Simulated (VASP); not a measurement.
All values below come from vdW-DF-cx, VASP's PBE PAW potentials (set 64) (plane waves; VASP 6.6.1).

Input for VASP

**KPOINTS**
```
Automatic
0
G
17 17 17
0 0 0
```

### INCAR
```
EDIFF  =  1E-7   # SCF stop (eV)
ALGO  =  Normal   # blocked Davidson
SIGMA  =  0.1
LASPH  =  .TRUE.   # aspherical one-centre terms
GGA  =  CX
LUSE_VDW  =  .TRUE.
ISMEAR  =  1   # Methfessel-Paxton
LCHARG  =  .FALSE.
PREC  =  Accurate
LWAVE  =  .FALSE.
SYSTEM  =  V
AGGAC  =  0.0
ENCUT  =  520   # plane-wave cut-off (eV)
LMAXMIX  =  4   # l cut-off of mixed one-centre charges
ISIF  =  2
NELM  =  100
LREAL  =  .FALSE.
```

POSCAR:
```
V
2.6141860
 -0.5773503199   0.5773503199   0.5773503199
  0.5773503199  -0.5773503199   0.5773503199
  0.5773503199   0.5773503199  -0.5773503199
V
1
Cartesian
  0.0000000000   0.0000000000   0.0000000000
```

POTCAR, in this order: V_sv (PBE.64 set). Program: vasp_std.

### Question
What will the output report for the number of irreducible k-points (NKPTS), largest plane-wave count, number of space-group operations, FFT grid (NGX, NGY, NGZ)?

### Answer

```
Property                                      Result
--------------------------------------  ------------
number of irreducible k-points (NKPTS)           165
largest plane-wave count                         379
number of space-group operations                  48
FFT grid (NGX, NGY, NGZ)                20 × 20 × 20
```

The compound is V in the bcc structure. This cell is one point of a volume scan, at 1.06 of the reference volume. The run is not spin-polarised, so no magnetic state was tried.
